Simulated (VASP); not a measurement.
Computed with PBE GGA, VASP's PBE PAW potentials (set 64) (plane waves; VASP).

A VASP calculation is set up with these files.

File KPOINTS:
```
Automatic mesh
0
gamma
7 7 2
0 0 0
```

POSCAR:
```
La
1
    1.8850000000    -3.2649160000     0.0000000000
    1.8850000000     3.2649160000     0.0000000000
    0.0000000000     0.0000000000    12.1600000000
La
4
Direct
  0.0000000000   0.0000000000   0.5000000000
  0.0000000000   0.0000000000   0.0000000000
  0.3333330000   0.6666670000   0.2500000000
  0.6666670000   0.3333330000   0.7500000000
```

INCAR:
```
SYSTEM = La
PREC = Accurate
ENCUT = 300
EDIFF = 1E-6
NELM = 100
ALGO = Normal
LREAL = .FALSE.
LASPH = .TRUE.
ISMEAR = -1
SIGMA = 0.1
GGA = PE
LMAXMIX = 6
LWAVE = .FALSE.
LCHARG = .FALSE.
ISIF = 2
```

File KPOINTS_OPT:
```
k-points along high-symmetry lines
6
Line-mode
Reciprocal
  0.000000   0.000000   0.000000 ! GAMMA
  0.000000   0.500000   0.000000 ! M

  0.000000   0.500000   0.000000 ! M
 -0.333333   0.666667   0.000000 ! K

 -0.333333   0.666667   0.000000 ! K
  0.000000   0.000000   0.000000 ! GAMMA

  0.000000   0.000000   0.000000 ! GAMMA
  0.000000   0.000000   0.500000 ! A

  0.000000   0.000000   0.500000 ! A
  0.000000   0.500000   0.500000 ! L

  0.000000   0.500000   0.500000 ! L
 -0.333333   0.666667   0.500000 ! H

 -0.333333   0.666667   0.500000 ! H
  0.000000   0.000000   0.500000 ! A

  0.000000   0.500000   0.500000 ! L
  0.000000   0.500000   0.000000 ! M

 -0.333333   0.666667   0.500000 ! H
 -0.333333   0.666667   0.000000 ! K
```

POTCAR, in this order: La (PBE.64 set). Program: vasp_std.

### Question
Estimate the energy per atom (σ→0), band gap (over mesh and band path).

### Answer

```json
{
  "energy per atom (σ→0)": "-4.890 eV/atom",
  "band gap (over mesh and band path)": "none (metal, semimetal or under 0.01 eV)"
}
```

OSZICAR:
```
...
DAV:  17    -0.196568831199E+02   -0.23315E-05   -0.23006E-05   752   0.844E-03    0.102E-04
DAV:  18    -0.196568843286E+02   -0.12087E-05   -0.12112E-05   752   0.620E-03    0.557E-05
DAV:  19    -0.196568850373E+02   -0.70875E-06   -0.64855E-06   640   0.663E-03
   1 F= -.19656885E+02 E0= -.19560037E+02  d E =-.193695E+00
       N       E                     dE             ncg
       N       E                     dE             ncg
       N       E                     dE             ncg
       N       E                     dE             ncg
```

The structure is a typed La crystal (P6_3/mmc). The cell was not relaxed at this level.
